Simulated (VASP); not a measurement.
A convergence study with VASP on BAs (zinc blende): one setting is varied, all else stays as given below, so the limit is that of these other settings.

```yaml
crystal:
  lattice:
    - [0.00000, 2.39000, 2.39000]
    - [2.39000, 0.00000, 2.39000]
    - [2.39000, 2.39000, 0.00000]
  atoms:
    - { symbol: B, position: [0.00000, 0.00000, 0.00000] }
    - { symbol: As, position: [0.25000, 0.25000, 0.25000] }
```

The numbers are results of PBE GGA, VASP's PBE PAW potentials (set 64) (plane waves; VASP 6.6.1), not measurements. The tightest run used: 700 eV cut-off, 15×15×15 Monkhorst-Pack mesh, Gaussian smearing of 0.050 eV, potentials B As.

The reference is 15×15×15 mesh, which took about 20 core-seconds. Costs are core time on shared hosts, one run each; read them as rough ratios.

Question: Of the settings 1×1×1 mesh; 2×2×2 mesh; 3×3×3 mesh; 4×4×4 mesh; 5×5×5 mesh; 6×6×6 mesh; 7×7×7 mesh; 8×8×8 mesh; 9×9×9 mesh; 10×10×10 mesh; 11×11×11 mesh; 12×12×12 mesh; 13×13×13 mesh; 14×14×14 mesh; 15×15×15 mesh, which is the lowest that keeps the difference from the reference in the stress, largest component (GPa) within 0.2 from there on, and what does it cost?

Answer: 4×4×4 mesh; its cost over the reference is about 1/3.
| setting | difference in the stress, largest component (GPa) | cost over the reference |
|---|---|---|
| 1×1×1 mesh | 105.03 | about 1/4 |
| 2×2×2 mesh | 0.10 | about 1/4 |
| 3×3×3 mesh | 2.37 | about 1/3 |
| 4×4×4 mesh | 0.02 | about 1/3 |
| 5×5×5 mesh | 0.16 | about 1/3 |
| 6×6×6 mesh | 0.00 | about 1/2 |
| 7×7×7 mesh | 0.01 | about 1/2 |
| 8×8×8 mesh | 0.00 | within a factor of 2 |
| 9×9×9 mesh | 0.00 | within a factor of 2 |
| 10×10×10 mesh | 0.00 | within a factor of 2 |
| 11×11×11 mesh | 0.00 | within a factor of 2 |
| 12×12×12 mesh | 0.00 | within a factor of 2 |
| 13×13×13 mesh | 0.00 | within a factor of 2 |
| 14×14×14 mesh | 0.00 | about 2 times |
| 15×15×15 mesh | 0.00 | reference |

Left out are rungs that failed or repeat a setting and relaxations that didn't move; long series are thinned to 24 rows.

The compound is BAs in the zinc blende structure. The cell was not relaxed at this level.
